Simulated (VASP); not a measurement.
Output of a VASP run:

File OUTCAR:
```
 ion  position               nearest neighbor table
   1  0.000  0.500  0.500-   4 2.75   4 2.75   4 2.75   4 2.75
   2  0.500  0.500  0.000-   4 2.75   4 2.75   4 2.75   4 2.75
   3  0.500  0.000  0.500-   4 2.75   4 2.75   4 2.75   4 2.75
   4  0.000  0.000  0.000-   1 2.75   2 2.75   3 2.75   1 2.75   3 2.75   1 2.75   2 2.75   1 2.75
                             2 2.75   3 2.75   3 2.75   2 2.75
  LATTYP: Found a simple cubic cell.
 ALAT       =     3.8897160000
 Subroutine PRICEL returns:
 Original cell was already a primitive cell.
 Subroutine GETGRP returns: Found 48 space group operations
The static configuration has the point symmetry O_h .
The dynamic configuration has the point symmetry O_h .
The overall configuration has the point symmetry O_h .
 Subroutine INISYM returns: Found 48 space group operations
 Subroutine IBZKPT returns following result:
 Found     20 irreducible k-points:

 Following reciprocal coordinates:
            Coordinates               Weight
  0.000000  0.000000  0.000000      1.000000
  0.166667  0.000000  0.000000      6.000000
  0.333333  0.000000  0.000000      6.000000
  0.500000  0.000000  0.000000      3.000000
  0.166667  0.166667  0.000000     12.000000
  0.333333  0.166667  0.000000     24.000000
  0.500000  0.166667  0.000000     12.000000
  0.333333  0.333333  0.000000     12.000000
  0.500000  0.333333  0.000000     12.000000
  0.500000  0.500000  0.000000      3.000000
  0.166667  0.166667  0.166667      8.000000
  0.333333  0.166667  0.166667     24.000000
  0.500000  0.166667  0.166667     12.000000
  0.333333  0.333333  0.166667     24.000000
  0.500000  0.333333  0.166667     24.000000
  0.500000  0.500000  0.166667      6.000000
  0.333333  0.333333  0.333333      8.000000
  0.500000  0.333333  0.333333     12.000000
  0.500000  0.500000  0.333333      6.000000
  0.500000  0.500000  0.500000      1.000000
   k-points           NKPTS =     20   k-points in BZ     NKDIM =     20   number of bands    NBANDS=     16
   number of dos      NEDOS =    301   number of ions     NIONS =      4
   total plane-waves  NPLWV =  21952
   dimension x,y,z NGX =    28 NGY =   28 NGZ =   28
   dimension x,y,z NGXF=    56 NGYF=   56 NGZF=   56
   ions per type =               3   1
   PREC   = accura    normal or accurate (medium, high low for compatibility)
   ISTART =      0    job   : 0-new  1-cont  2-samecut
   ICHARG =      2    charge: 1-file 2-atom 10-const
   ISPIN  =      2    spin polarized calculation?
   LNONCOLLINEAR =      F non collinear calculations
   LSORBIT =      F    spin-orbit coupling
   INIWAV =      1    electr: 0-lowe 1-rand  2-diag
   ENCUT  =  400.0 eV  29.40 Ry    5.42 a.u.   6.34  6.34  6.34*2*pi/ulx,y,z
   NELM   =    100;   NELMIN=  2; NELMDL= -5     # of ELM steps
   EDIFF  = 0.1E-05   stopping-criterion for ELM
   LREAL  =      F    real-space projection
   NLSPLINE    = F    spline interpolate recip. space projectors
   LMAXMIX     =    4 max onsite mixed and CHGCAR
   VOSKOWN=      0    Vosko Wilk Nusair interpolation
   EDIFFG = 0.1E-04   stopping-criterion for IOM
   NSW    =      0    number of steps for IOM
   NBLOCK =      1;   KBLOCK =      1    inner block; outer block
   IBRION =     -1    ionic relax: 0-MD 1-quasi-New 2-CG
   NFREE  =      0    steps in history (QN), initial steepest desc. (CG)
   ISIF   =      2    stress and relaxation
   ISYM   =      2    0-nonsym 1-usesym 2-fastsym
   TEIN   =    0.0    initial temperature
   TEBEG  =    0.0;   TEEND  =   0.0 temperature during run
   SMASS  =  -3.00    Nose mass-parameter (am)
   PSTRESS=    0.0 pullay stress
   NELECT =      21.0000    total number of electrons
   EFERMI =   0.00;   METHOD = LEGACY
   ISMEAR =     0;   SIGMA  =   0.10  broadening in eV -4-tet -1-fermi 0-gaus
   IALGO  =     38    algorithm
   LDIAG  =      T    sub-space diagonalisation (order eigenvalues)
   IMIX   =      4    mixing-type and parameters
     AMIX     =   0.40;   BMIX     =  1.00
     AMIX_MAG =   1.60;   BMIX_MAG =  1.00
     AMIN     =   0.10
...
```

### OSZICAR
```
       N       E                     dE             d eps       ncg     rms          rms(c)
DAV:   1     0.121492548958E+03    0.12149E+03   -0.98257E+03  1456   0.118E+03
DAV:   2    -0.424764494735E+00   -0.12192E+03   -0.12038E+03  1400   0.330E+02
DAV:   3    -0.149911847925E+02   -0.14566E+02   -0.14347E+02  2440   0.707E+01
DAV:   4    -0.155692071689E+02   -0.57802E+00   -0.57602E+00  1392   0.186E+01
DAV:   5    -0.156135688097E+02   -0.44362E-01   -0.44357E-01  2144   0.348E+00    0.164E+01
DAV:   6    -0.251709591905E+02   -0.95574E+01   -0.14651E+02  1416   0.624E+01    0.383E+01
DAV:   7    -0.124982220111E+02    0.12673E+02   -0.81971E+01  1384   0.469E+01    0.750E+00
DAV:   8    -0.128708160312E+02   -0.37259E+00   -0.11174E+00  1736   0.563E+00    0.366E+00
DAV:   9    -0.129636779562E+02   -0.92862E-01   -0.17638E-01  1496   0.165E+00    0.409E+00
DAV:  10    -0.131542453719E+02   -0.19057E+00   -0.21136E-01  1496   0.178E+00    0.446E+00
DAV:  11    -0.131749328205E+02   -0.20687E-01   -0.91752E-03  1472   0.838E-01    0.444E+00
DAV:  12    -0.133161087438E+02   -0.14118E+00   -0.11482E-01  1448   0.214E+00    0.290E+00
DAV:  13    -0.133411862586E+02   -0.25078E-01   -0.21324E-01  1472   0.310E+00    0.158E+00
DAV:  14    -0.133787694001E+02   -0.37583E-01   -0.22682E-02  1400   0.105E+00    0.719E-01
DAV:  15    -0.133753035621E+02    0.34658E-02   -0.48462E-02  1456   0.126E+00    0.869E-01
DAV:  16    -0.133858934884E+02   -0.10590E-01   -0.75372E-03  1448   0.686E-01    0.252E-01
DAV:  17    -0.133862718790E+02   -0.37839E-03   -0.98054E-04  1648   0.195E-01    0.910E-02
DAV:  18    -0.133862962951E+02   -0.24416E-04   -0.28758E-04  1456   0.134E-01    0.840E-02
DAV:  19    -0.133863373987E+02   -0.41104E-04   -0.99561E-05  1480   0.660E-02    0.487E-02
DAV:  20    -0.133863669294E+02   -0.29531E-04   -0.21673E-05  1528   0.267E-02    0.147E-02
DAV:  21    -0.133863710731E+02   -0.41437E-05   -0.55601E-06  1632   0.161E-02    0.304E-03
DAV:  22    -0.133863714755E+02   -0.40242E-06   -0.48635E-07   936   0.670E-03
   1 F= -.13386371E+02 E0= -.13382099E+02  d E =-.854511E-02  mag=     4.5518
```

OUTCAR:
```
------------------------ aborting loop because EDIFF is reached ----------------------------------------
  FORCE on cell =-STRESS in cart. coord.  units (eV):
  Direction    XX          YY          ZZ          XY          YZ          ZX
  --------------------------------------------------------------------------------------
  Total        0.9800372      0.9800372      0.9800372      0.0000000      0.0000000     -0.0000000
  in kB       26.6808380     26.6808380     26.6808380      0.0000000      0.0000000     -0.0000000
  external PRESSURE =      26.6808380 kB  Pullay stress =       0.0000000 kB
  volume of cell :       58.85
      direct lattice vectors                 reciprocal lattice vectors
     3.889716000  0.000000000  0.000000000     0.257088178  0.000000000  0.000000000
     0.000000000  3.889716000  0.000000000     0.000000000  0.257088178  0.000000000
     0.000000000  0.000000000  3.889716000     0.000000000  0.000000000  0.257088178
 POSITION                                       TOTAL-FORCE (eV/Angst)
 -----------------------------------------------------------------------------------
      0.00000      1.94486      1.94486         0.000000      0.000000      0.000000
      1.94486      1.94486      0.00000         0.000000      0.000000      0.000000
      1.94486      0.00000      1.94486         0.000000      0.000000      0.000000
      0.00000      0.00000      0.00000         0.000000      0.000000      0.000000
 -----------------------------------------------------------------------------------
    total drift:                                0.000000      0.000000      0.000000
  FREE ENERGIE OF THE ION-ELECTRON SYSTEM (eV)
  ---------------------------------------------------
  free  energy   TOTEN  =       -13.3863714755 eV

  energy  without entropy=      -13.3778263614  energy(sigma->0) =      -13.38209892

 total charge

# of ion       s       p       d       tot
------------------------------------------
    1        2.042   0.073   0.000   2.115
    2        2.042   0.073   0.000   2.115
    3        2.042   0.073   0.000   2.115
    4        0.341   6.144   4.064  10.548
--------------------------------------------------
tot          6.467   6.362   4.064  16.892

 magnetization (x)

# of ion       s       p       d       tot
------------------------------------------
    1       -0.001   0.004   0.000   0.003
    2       -0.001   0.004   0.000   0.003
    3       -0.001   0.004   0.000   0.003
    4        0.056   0.049   3.830   3.934
--------------------------------------------------
tot          0.053   0.061   3.830   3.944
```
(Selected blocks of OUTCAR.)

**POSCAR**
```
Li3Cr
1
    3.8897160000     0.0000000000     0.0000000000
    0.0000000000     3.8897160000     0.0000000000
    0.0000000000     0.0000000000     3.8897160000
Li Cr
3 1
Direct
  0.0000000000   0.5000000000   0.5000000000
  0.5000000000   0.5000000000   0.0000000000
  0.5000000000   0.0000000000   0.5000000000
  0.0000000000   0.0000000000   0.0000000000
```

Reconstruct the remaining input files.

This is not unique; one that fits is the input of the run itself, PBE GGA, plane waves, VASP's PBE PAW potentials (set 64).

### KPOINTS
```
Regular mesh
0
G
  6 6 6
0 0 0
```

INCAR:
```
# general
SYSTEM  = Li3Cr
PREC    = Accurate
ENCUT   = 400   # plane-wave cut-off (eV)
LREAL   = .FALSE.   # projection in real space or not
LASPH   = .TRUE.   # aspherical one-centre terms

# electronic loop
EDIFF   = 1E-6   # SCF stop (eV)
NELM    = 100
ALGO    = Normal   # blocked Davidson
LMAXMIX = 4   # l cut-off of mixed one-centre charges

# smearing
ISMEAR  = 0   # Gaussian
SIGMA   = 0.1

# functional
GGA     = PE   # PBE

# spin
ISPIN   = 2   # spin-polarised
MAGMOM  = 0.0 0.0 0.0 3.0

# ions
ISIF    = 2

# output
LWAVE   = .FALSE.
LCHARG  = .FALSE.
LORBIT  = 11
```

POTCAR, in this order: Li_sv Cr_pv (PBE.64 set). Program: vasp_std.

At this cut-off the stress carries a Pulay error, which pulls relaxed volumes low. The moments were started parallel, and other spin orders were not tried in this run.

The structure was generated: Li3Cr was put into an ordered model structure, which need not be its known phase. The cell was not relaxed at this level.
